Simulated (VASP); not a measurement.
Here is the system:

```xyz
4
Lattice="3.5058 0.0000 0.0000 0.0000 3.5058 0.0000 0.0000 0.0000 3.5058" Properties=species:S:1:pos:R:3 pbc="T T T"
Si     0.0000     0.0000     0.0000
Ni     0.0000     1.7529     1.7529
Ni     1.7529     0.0000     1.7529
Ni     1.7529     1.7529     0.0000
```

These are PBE GGA, VASP's PBE PAW potentials (set 64) (plane waves; VASP 6.6.1) values and carry that method's errors. Numerical set-up: PREC = Normal, EDIFF = 1E-5, 400 eV cut-off, 12×12×12 Γ-centred mesh, first-order Methfessel-Paxton smearing of 0.10 eV, potentials Si Ni.

**Question.** Estimate the energy per atom (σ→0), band gap (on the k-mesh) with the smallest direct gap where there is one.

**Answer.** 
```yaml
band gap (on the k-mesh): none (metal, semimetal or under 0.01 eV)
energy per atom (σ→0): -5.921 eV/atom
```

The compound is Ni3Si in the L1_2 structure. It was relaxed first. The run is not spin-polarised, so no magnetic state was tried.
